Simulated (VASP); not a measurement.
An input for Ansatz (written as the equivalent of a VASP run, and not itself run):

Ansatz 0.2 input:
```yaml
crystal:
  lattice:
    - [1.9539189, -3.3842869, 0.0000000]
    - [1.9539189, 3.3842869, 0.0000000]
    - [0.0000000, 0.0000000, 5.1024881]
  atoms:
    - { symbol: Ni, position: [0.0000000, 0.0000000, 0.5000000] }
    - { symbol: Ni, position: [0.0000000, 0.0000000, 0.0000000] }
    - { symbol: Sb, position: [0.3333330, 0.6666670, 0.2500000] }
    - { symbol: Sb, position: [0.6666670, 0.3333330, 0.7500000] }
kpoints:
  mp_grid: { grid: [8, 8, 6] }
hamiltonian:
  xc: r2scan
  pseudopotentials: { kind: paw }
scf:
  occupations: { method: methfessel_paxton, width: 0.1 }
  max_iter: 100
relax:
  max_steps: 60
  f_tol: 0.02
  cell: {}
output: { forces: true, stress: true, eigenvalues: true }
```

Q: Translate this input to VASP (INCAR, KPOINTS, POSCAR, choice of POTCAR).

A: One answer among several that fit: 
### KPOINTS
```
Automatic
0
Gamma
 8 8 6
0 0 0
```

**POSCAR**
```
NiSb
1
    1.9539188743    -3.3842869246    -0.0000000000
    1.9539188743     3.3842869246     0.0000000000
    0.0000000000     0.0000000000     5.1024880831
Ni Sb
2 2
Direct
  0.0000000000   0.0000000000   0.5000000000
  0.0000000000   0.0000000000   0.0000000000
  0.3333330000   0.6666670000   0.2500000000
  0.6666670000   0.3333330000   0.7500000000
```

INCAR:
```
NSW = 60
ISMEAR = 1
LWAVE = .False.
SYSTEM = NiSb
SIGMA = 0.1   # width (eV)
LMIXTAU = .True.
METAGGA = R2SCAN
NELM = 100
LMAXMIX = 4   # l cut-off of mixed one-centre charges
ISIF = 3
PREC = Accurate
ALGO = Normal   # blocked Davidson
LCHARG = .False.
EDIFF = 1E-6
IBRION = 2   # conjugate gradients
LREAL = .False.   # projection in real space or not
ENCUT = 400   # plane-wave cut-off (eV)
EDIFFG = -0.02   # ionic stop
LASPH = .True.   # aspherical one-centre terms
```

POTCAR, in this order: Ni Sb (PBE.64 set). Program: vasp_std.

Limits of the translation: each code has its own PAW files, so the cut-off isn't converted (ENCUT is set for VASP's; basis.ecutwfc is left out, and Ansatz then takes the one that its files recommend); Ansatz stops its SCF on the density residual and VASP on the energy change (EDIFF).

The compound is NiSb in the NiAs type structure. This run relaxes it. Symmetry was kept, so distortions that lower it aren't found. The start is the result of an earlier pass.
